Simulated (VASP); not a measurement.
## TaTe (relaxed from the wurtzite structure, space group P6_3mc): computed properties

Method: PBEsol GGA, VASP's PBE PAW potentials (set 64) (plane waves; VASP).

```json
{
  "space_group": "P6_3mc (186)",
  "cell": "a = b = 3.3481 Å, c = 9.3453 Å, α = β = 90.00°, γ = 120.00°",
  "volume_per_atom": "22.68 Å^3/atom",
  "band gap (over mesh and band path)": "none (metal, semimetal or under 0.01 eV)",
  "density": "11.30 g/cm³"
}
```

Space group P6₃mc (No. 186); a = b = 3.348 Å, c = 9.345 Å, α = β = 90.00°, γ = 120.00°

| atom | site | symmetry | x | y | z |
|---|---|---|---|---|---|
| Ta | 2b | 3m. | 0.3333 | 0.6667 | 0.0401 |
| Te | 2b | 3m. | 0.3333 | 0.6667 | 0.3349 |

Unless said otherwise, spin-orbit coupling is left out, though it shifts the bands of the heavy elements here.

The structure was generated: TaTe was put into the wurtzite type (P6_3mc), which need not be its known phase. It was relaxed first, which changed the volume by -50 %. Symmetry was kept, so distortions that lower it aren't found.
